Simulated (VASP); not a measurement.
# A VASP study of MgB2 (LDA): structure first, properties next

Aim: relax MgB2, then compute properties on the relaxed cell. The steps: relaxing cell and atoms (LDA), second relaxation, density, ELF and potential (LDA), band structure (LDA), total and projected DOS (LDA), vibrations at Γ (LDA), volume scan with LDA, fit for LDA and core levels (LDA). Left out of this account: 1 further run (relaxation: a spoilt try). The start is a cell from a database of measured crystal structures.

Main program and level: VASP 6.6.1; LDA; plane waves and PAW (Mg, B).

### 1. The structure

Before any relaxation, the start is as follows. It takes space group P6/mmm (No. 191, hexagonal). The conventional cell has a = 3.085 Å, b = 3.085 Å, c = 3.523 Å, α = 90.00°, β = 90.00°, γ = 120.00°. Nearest to Mg lie 12 B at 2.51 Å. Nearest to B lie 3 B at 1.78 Å and 6 Mg at 2.51 Å. Farther neighbours are not listed.

Coordinates:

```cif
data_structure
_symmetry_space_group_name_H-M 'P6/mmm'
_symmetry_Int_Tables_number 191
_cell_length_a 3.0850
_cell_length_b 3.0850
_cell_length_c 3.5230
_cell_angle_alpha 90.000
_cell_angle_beta 90.000
_cell_angle_gamma 120.000
_cell_volume 29.04
loop_
_atom_site_label
_atom_site_type_symbol
_atom_site_symmetry_multiplicity
_atom_site_Wyckoff_symbol
_atom_site_fract_x
_atom_site_fract_y
_atom_site_fract_z
_atom_site_occupancy
Mg1 Mg 1 a 0.00000 0.00000 0.00000 1
B1 B 2 d 0.33333 0.66667 0.50000 1
```

### 2. Relaxing cell and atoms (LDA)

Properties are meant for the cell that this level of theory prefers, so cell and atoms are relaxed first (ISIF = 3) until forces and stress are small; EDIFFG sets the threshold. LDA, the lowest rung, knows the local density alone.

Contents of INCAR:

```
SYSTEM = MgB2
PREC = Accurate
ENCUT = 420
EDIFF = 1E-06
NELM = 100
ISMEAR = 0
SIGMA = 0.05
LREAL = .FALSE.
ALGO = Normal
GGA = CA
NBANDS = 10
LORBIT = 11
LWAVE = .FALSE.
LCHARG = .FALSE.
KPAR = 2
IBRION = 2
NSW = 60
ISIF = 3
EDIFFG = -0.01
```

Contents of POSCAR:

```
MgB2
1.0
    3.0850000000      0.0000000000      0.0000000000
   -1.5425000000      2.6716883707      0.0000000000
    0.0000000000      0.0000000000      3.5230000000
Mg B
1 2
Direct
    0.0000000000      0.0000000000      0.0000000000
    0.3333333333      0.6666666667      0.5000000000
    0.6666666667      0.3333333333      0.5000000000
```

Contents of KPOINTS:

```
Automatic mesh
0
Gamma
10 10 8
0 0 0
```

PAW data sets: Mg and B (LDA family, release 64).

Run with:

```console
> mpirun -np 2 vasp_std
```

Log:

```text
[banner, memory and clock lines left out]
running    2 mpi-ranks, on    1 nodes
 distrk:  each k-point on    1 cores,    2 groups
 distr:  one band on    1 cores,    1 groups

 POSCAR found type information on POSCAR MgB
 POSCAR found :  2 types and       3 ions
 LDA part: xc-table for (Slater(with rela. corr.)+CA(PZ))
 , standard interpolation
 POSCAR, INCAR and KPOINTS ok, starting setup
 FFT: planning ... GRIDC
 FFT: planning ... GRID_SOFT
 FFT: planning ... GRID
 WAVECAR not read
 entering main loop
       N       E                     dE             d eps       ncg     rms          rms(c)
DAV:   1    -0.161269763203E+01   -0.16127E+01   -0.33797E+03  1552   0.553E+02
DAV:   2    -0.186782387301E+02   -0.17066E+02   -0.15759E+02  1914   0.955E+01
DAV:   3    -0.190863801639E+02   -0.40814E+00   -0.40665E+00  1858   0.125E+01
DAV:   4    -0.190871519285E+02   -0.77176E-03   -0.77172E-03  1780   0.577E-01
DAV:   5    -0.190871539249E+02   -0.19964E-05   -0.19963E-05  1774   0.282E-02    0.514E+00
DAV:   6    -0.175237743765E+02    0.15634E+01   -0.22190E+00  1530   0.711E+00    0.232E+00
DAV:   7    -0.172511044551E+02    0.27267E+00   -0.11490E+00  1604   0.510E+00    0.647E-01
DAV:   8    -0.172499119496E+02    0.11925E-02   -0.92010E-02  1526   0.172E+00    0.313E-01
DAV:   9    -0.172445697477E+02    0.53422E-02   -0.12532E-02  1552   0.536E-01    0.600E-02
DAV:  10    -0.172444532233E+02    0.11652E-03   -0.10789E-03  1704   0.182E-01    0.196E-02
DAV:  11    -0.172444465045E+02    0.67188E-05   -0.30615E-05  1610   0.368E-02    0.301E-03
DAV:  12    -0.172444463824E+02    0.12217E-06   -0.37667E-07  1108   0.446E-03
   1 F= -.17244446E+02 E0= -.17243917E+02  d E =-.172444E+02
 curvature:   0.00 expect dE= 0.000E+00 dE for cont linesearch  0.000E+00
 trial: gam= 0.00000 g(F)=  0.176E-48 g(S)=  0.101E+00 ort = 0.000E+00 (trialstep = 0.100E+01)
 search vector abs. value=  0.101E+00
 bond charge predicted
       N       E                     dE             d eps       ncg     rms          rms(c)
DAV:   1    -0.172930342650E+02   -0.48588E-01   -0.76502E-01  1470   0.852E+00    0.598E-01
DAV:   2    -0.172808870996E+02    0.12147E-01   -0.21926E-02  1550   0.844E-01    0.270E-01
DAV:   3    -0.172788213236E+02    0.20658E-02   -0.48334E-03  1602   0.391E-01    0.758E-02
DAV:   4    -0.172786515598E+02    0.16976E-03   -0.15596E-04  1564   0.868E-02    0.119E-02
DAV:   5    -0.172786456655E+02    0.58942E-05   -0.95069E-06  1570   0.160E-02    0.343E-03
DAV:   6    -0.172786453733E+02    0.29217E-06   -0.74452E-07   888   0.512E-03
   2 F= -.17278645E+02 E0= -.17278052E+02  d E =-.341990E-01
[...]
3 F= -.17283261E+02 E0= -.17282661E+02  d E =-.388141E-01
[...]
4 F= -.17285182E+02 E0= -.17284757E+02  d E =-.192124E-02
 trial-energy change:   -0.001921  1 .order   -0.001879   -0.002454   -0.001304
 step:   1.7209(harm=  2.0278)  dis= 0.00000  next Energy=   -17.285733 (dE=-0.247E-02)
 bond charge predicted
       N       E                     dE             d eps       ncg     rms          rms(c)
DAV:   1    -0.172862232364E+02   -0.10412E-02   -0.23340E-02  1560   0.996E-01    0.866E-02
DAV:   2    -0.172857780387E+02    0.44520E-03   -0.98193E-04  1734   0.184E-01    0.372E-02
DAV:   3    -0.172856876875E+02    0.90351E-04   -0.33987E-04  1564   0.907E-02    0.647E-03
DAV:   4    -0.172856862445E+02    0.14430E-05   -0.81595E-06  1542   0.202E-02    0.190E-03
DAV:   5    -0.172856860731E+02    0.17135E-06   -0.49680E-07   874   0.388E-03
   5 F= -.17285686E+02 E0= -.17285408E+02  d E =-.242556E-02
 curvature:  -0.96 expect dE=-0.876E-05 dE for cont linesearch -0.816E-05
 trial: gam= 0.00000 g(F)=  0.550E-49 g(S)=  0.916E-05 ort =-0.150E-03 (trialstep = 0.110E+01)
 search vector abs. value=  0.916E-05
 reached required accuracy - stopping structural energy minimisation
```

Run time: 23 s. Hardware: 2 MPI ranks of AMD EPYC 7R43, shared host; peak memory 0.21 GiB; 44 s of CPU time.

Lines that name or quote the potential files are left out of all logs, and their timing lines are given in words.

OUTCAR, selected parts (step 2):

```text
ion  position               nearest neighbor table
   1  0.000  0.000  0.000-   2 2.51   3 2.51   2 2.51   3 2.51   3 2.51   3 2.51   2 2.51   2 2.51
                             3 2.51   3 2.51   2 2.51   2 2.51
   2  0.333  0.667  0.500-   3 1.78   3 1.78   3 1.78   1 2.51   1 2.51   1 2.51   1 2.51   1 2.51
                             1 2.51
   3  0.667  0.333  0.500-   2 1.78   2 1.78   2 1.78   1 2.51   1 2.51   1 2.51   1 2.51   1 2.51
                             1 2.51

  LATTYP: Found a hexagonal cell.
 ALAT       =     3.0850000000
 C/A-ratio  =     1.1419773096

 Subroutine GETGRP returns: Found 24 space group operations
 (whereof 24 operations were pure point group operations)

The static configuration has the point symmetry D_6h.

 Found     70 irreducible k-points:

   k-points           NKPTS =     70   k-points in BZ     NKDIM =     70   number of bands    NBANDS=     10

   dimension x,y,z NGX =    24 NGY =   24 NGZ =   24
   dimension x,y,z NGXF=    48 NGYF=   48 NGZF=   48

   ENCUT  =  420.0 eV  30.87 Ry    5.56 a.u.   5.16  5.16  5.89*2*pi/ulx,y,z

   NELECT =       8.0000    total number of electrons

 k-points in reciprocal lattice and weights: Automatic mesh
   0.00000000  0.00000000  0.00000000       0.001
   0.10000000  0.00000000  0.00000000       0.007
   0.20000000  0.00000000  0.00000000       0.007
   0.30000000  0.00000000  0.00000000       0.007
   0.40000000  0.00000000  0.00000000       0.007
   0.50000000  0.00000000  0.00000000       0.004
   0.10000000  0.10000000  0.00000000       0.007
   0.20000000  0.10000000  0.00000000       0.015
   0.30000000  0.10000000  0.00000000       0.015
[...]
0.40000000  0.20000000  0.50000000       0.007
   0.30000000  0.30000000  0.50000000       0.007

 average (electrostatic) potential at core
       1 -35.2264       2 -30.8436       3 -30.8436

 E-fermi :   5.6918

 k-point     1 :       0.0000    0.0000    0.0000
  band No.  band energies     occupation
      1      -6.9849      2.00000
      2       2.7275      2.00000
      3       5.9704      0.00000
      4       5.9704      0.00000
      5       7.6231      0.00000
      6      12.0165      0.00000
      7      12.0165      0.00000
    ...

 k-point     2 :       0.1000    0.0000    0.0000
  band No.  band energies     occupation
      1      -6.8074      2.00000
      2       2.8992      2.00000
      3       5.1168      2.00000
      4       5.5635      1.99972
      5       7.7676      0.00000
      6      11.9352      0.00000
      7      12.7833      0.00000
      8      14.5696      0.00000
      9      15.2490      0.00000
    ...

 k-point     3 :       0.2000    0.0000    0.0000
  band No.  band energies     occupation
      1      -6.2781      2.00000
      2       3.2434      2.00000
      3       3.4082      2.00000
      4       4.7545      2.00000
      5       8.2158      0.00000
      6      11.4989      0.00000
      7      13.6705      0.00000
      8      14.6479      0.00000
      9      15.1846      0.00000
    ...

  Total       -0.0109668     -0.0109668      0.0181346      0.0000000     -0.0000000      0.0000000
  in kB       -0.6401575     -0.6401575      1.0585625      0.0000000     -0.0000000      0.0000000
  external PRESSURE =      -0.0739175 kB  Pullay stress =       0.0000000 kB

  energy-cutoff  :      420.00
  volume of cell :       27.45
      direct lattice vectors                 reciprocal lattice vectors
     3.040886445 -0.000000000 -0.000000000     0.328851477  0.189862489  0.000000000
    -1.520443223  2.633484912  0.000000000     0.000000000  0.379724978  0.000000000
    -0.000000000 -0.000000000  3.427449585     0.000000000 -0.000000000  0.291762133

 POSITION                                       TOTAL-FORCE (eV/Angst)
 -----------------------------------------------------------------------------------
     -0.00000     -0.00000      3.42745         0.000000     -0.000000      0.000000
     -0.00000      1.75566      1.71372         0.000000     -0.000000      0.000000
      1.52044      0.87783      1.71372        -0.000000      0.000000     -0.000000
 -----------------------------------------------------------------------------------
    total drift:                                0.000000     -0.000000     -0.000000

  FREE ENERGIE OF THE ION-ELECTRON SYSTEM (eV)
  ---------------------------------------------------
  free  energy   TOTEN  =       -17.2856860731 eV

  energy  without entropy=      -17.2851292580  energy(sigma->0) =      -17.28540767

 reached required accuracy - stopping structural energy minimisation

 total charge
# of ion       s       p       d       tot
------------------------------------------
    1        0.171   0.200   0.065   0.436
    2        0.691   1.284   0.000   1.975
    3        0.691   1.284   0.000   1.975
--------------------------------------------------
tot          1.553   2.768   0.065   4.386

[... 3 further parts left out ...]
```

The run keeps the 24 symmetry operations of its start, so it cannot find a distortion of lower symmetry.

The steps of the relaxation:

```
step  energy less that of the first step (eV)  largest force (eV/Å)  pressure (GPa)  volume (Å³)
   1                                   0.0000                0.0000           -8.00        29.04
   2                                  -0.0342                0.0000            3.04        27.05
   3                                  -0.0388                0.0000           -0.01        27.54
   4                                  -0.0407                0.0000            0.00        27.49
   5                                  -0.0412                0.0000           -0.01        27.45
```

| conventional cell, symmetrised | before | after | change |
| --- | --- | --- | --- |
| a (Å) | 3.085 | 3.041 | -1.4 % |
| b (Å) | 3.085 | 3.041 | -1.4 % |
| c (Å) | 3.523 | 3.427 | -2.7 % |
| volume (Å³/atom) | 9.68 | 9.15 | -5.5 % |

The relaxed structure:

```xyz
3
Lattice="3.0409 0.0000 0.0000 -1.5204 2.6335 0.0000 0.0000 0.0000 3.4274" Properties=species:S:1:pos:R:3 pbc="T T T"
Mg    0.0000    0.0000    0.0000
B     0.0000    1.7557    1.7137
B     1.5204    0.8778    1.7137
```

Numbers from this step:

```
electrons                       : 8
bands                           : 10
irreducible k-points            : 70
symmetry operations             : 24
free energy (TOTEN)             : -17.29 eV
energy at zero smearing         : -17.29 eV
Fermi energy                    : 5.692 eV
pressure                        : -0.007392 GPa
metallic                        : yes
SCF cycles over all ionic steps : 33
```

It ends with forces that vanish by symmetry and a pressure of -0.01 GPa. The volume lies -5.5 % from that of the database's start, which holds the thermal and zero-point expansion of its experiment. LDA is known to overbind.

### 3. Second relaxation

A relaxation keeps the plane waves of the cell it began with, so it is repeated from the new cell, on a basis made for it.

INCAR is that of step 2.

Contents of POSCAR:

```
MgB2
1.0
    3.0408864453      0.0000000000      0.0000000000
   -1.5204432227      2.6334849117      0.0000000000
    0.0000000000      0.0000000000      3.4274495848
Mg B
1 2
Direct
    0.0000000000      0.0000000000      0.0000000000
    0.3333333333      0.6666666667      0.5000000000
    0.6666666667      0.3333333333      0.5000000000
```

KPOINTS is that of step 2.

Run with:

```console
> mpirun -np 2 vasp_std
```

Log:

```text
[... set-up lines as in an earlier step ...]
 entering main loop
       N       E                     dE             d eps       ncg     rms          rms(c)
DAV:   1    -0.665695291786E+00   -0.66570E+00   -0.34304E+03  1530   0.560E+02
DAV:   2    -0.187857422887E+02   -0.18120E+02   -0.16957E+02  1914   0.994E+01
DAV:   3    -0.191886575054E+02   -0.40292E+00   -0.40121E+00  1808   0.126E+01
DAV:   4    -0.191894248038E+02   -0.76730E-03   -0.76723E-03  1804   0.572E-01
DAV:   5    -0.191894267209E+02   -0.19171E-05   -0.19174E-05  1734   0.276E-02    0.531E+00
DAV:   6    -0.175830144753E+02    0.16064E+01   -0.21985E+00  1530   0.730E+00    0.241E+00
DAV:   7    -0.172916495321E+02    0.29136E+00   -0.11801E+00  1594   0.533E+00    0.652E-01
DAV:   8    -0.172912550755E+02    0.39446E-03   -0.87834E-02  1510   0.176E+00    0.299E-01
DAV:   9    -0.172855459961E+02    0.57091E-02   -0.14280E-02  1566   0.579E-01    0.530E-02
DAV:  10    -0.172854695974E+02    0.76399E-04   -0.11283E-03  1732   0.190E-01    0.222E-02
DAV:  11    -0.172854545521E+02    0.15045E-04   -0.69823E-05  1608   0.499E-02    0.251E-03
DAV:  12    -0.172854546199E+02   -0.67803E-07   -0.81973E-07  1288   0.668E-03
   1 F= -.17285455E+02 E0= -.17285176E+02  d E =-.172855E+02
 curvature:   0.00 expect dE= 0.000E+00 dE for cont linesearch  0.000E+00
 trial: gam= 0.00000 g(F)=  0.565E-48 g(S)=  0.790E-05 ort = 0.000E+00 (trialstep = 0.100E+01)
 search vector abs. value=  0.790E-05
 reached required accuracy - stopping structural energy minimisation
```

Wall time 7.8 s (2 MPI ranks); peak memory 0.2 GiB.

Parts of OUTCAR (step 3):

```text
  LATTYP: Found a hexagonal cell.
 ALAT       =     3.0408864453
 C/A-ratio  =     1.1271218595

The static configuration has the point symmetry D_6h.

 Found     70 irreducible k-points:

   dimension x,y,z NGX =    20 NGY =   20 NGZ =   24
   dimension x,y,z NGXF=    40 NGYF=   40 NGZF=   48

   ENCUT  =  420.0 eV  30.87 Ry    5.56 a.u.   5.08  5.08  5.73*2*pi/ulx,y,z

   NELECT =       8.0000    total number of electrons

 E-fermi :   5.6920

 k-point     1 :       0.0000    0.0000    0.0000
  band No.  band energies     occupation
      1      -6.9848      2.00000
      2       2.7276      2.00000
      3       5.9707      0.00000
      4       5.9707      0.00000
      5       7.6231      0.00000
      6      12.0167      0.00000
      7      12.0167      0.00000
    ...

 k-point     2 :       0.1000    0.0000    0.0000
  band No.  band energies     occupation
      1      -6.8073      2.00000
      2       2.8993      2.00000
      3       5.1170      2.00000
      4       5.5637      1.99971
      5       7.7676      0.00000
      6      11.9354      0.00000
      7      12.7835      0.00000
      8      14.5698      0.00000
      9      15.2492      0.00000
    ...

  Total       -0.0108400     -0.0108400      0.0159996      0.0000000     -0.0000000     -0.0000000
  in kB       -0.6327569     -0.6327569      0.9339393      0.0000000     -0.0000000     -0.0000000
  external PRESSURE =      -0.1105248 kB  Pullay stress =       0.0000000 kB

  energy-cutoff  :      420.00
  volume of cell :       27.45
      direct lattice vectors                 reciprocal lattice vectors
     3.040886445  0.000000000  0.000000000     0.328851477  0.189862489  0.000000000
    -1.520443223  2.633484912  0.000000000     0.000000000  0.379724978  0.000000000
     0.000000000  0.000000000  3.427449585     0.000000000  0.000000000  0.291762133

 POSITION                                       TOTAL-FORCE (eV/Angst)
 -----------------------------------------------------------------------------------
      0.00000      0.00000      0.00000         0.000000      0.000000     -0.000000
     -0.00000      1.75566      1.71372        -0.000000      0.000000      0.000000
      1.52044      0.87783      1.71372         0.000000     -0.000000     -0.000000
 -----------------------------------------------------------------------------------
    total drift:                                0.000000     -0.000000     -0.000000

  FREE ENERGIE OF THE ION-ELECTRON SYSTEM (eV)
  ---------------------------------------------------
  free  energy   TOTEN  =       -17.2854546199 eV

  energy  without entropy=      -17.2848977035  energy(sigma->0) =      -17.28517616

[... 4 parts as in an earlier step ...]

[... 7 further parts left out ...]
```

Little changed from the start: no atom moved by 0.005 Å and no cell edge by 0.1 %.

Numbers from this step:

| Quantity | Value |
| --- | --- |
| pressure | -0.01105 GPa |
| SCF cycles over all ionic steps | 12 |

It ends with forces that vanish by symmetry and a pressure of -0.01 GPa. The volume moved by under 0.01 %: the run met its threshold at the first step.

(Continued in part 2 of 5.)

[Lines on the potential files, build, host, timing and source positions are cut from VASP's logs without a mark.]

[Logs are printed without paths, hosts, clocks, repeated set-up lines and the standing remarks that a program may print on its own settings, such as how far it seeks lower states.]

[Hosts, paths, dates, database ids (printed as entryN), source tags and the programs' standing remarks are cut or masked in the printed files.]

[A measured line is paired with the nearest computed mode of its activity, which favours agreement.]
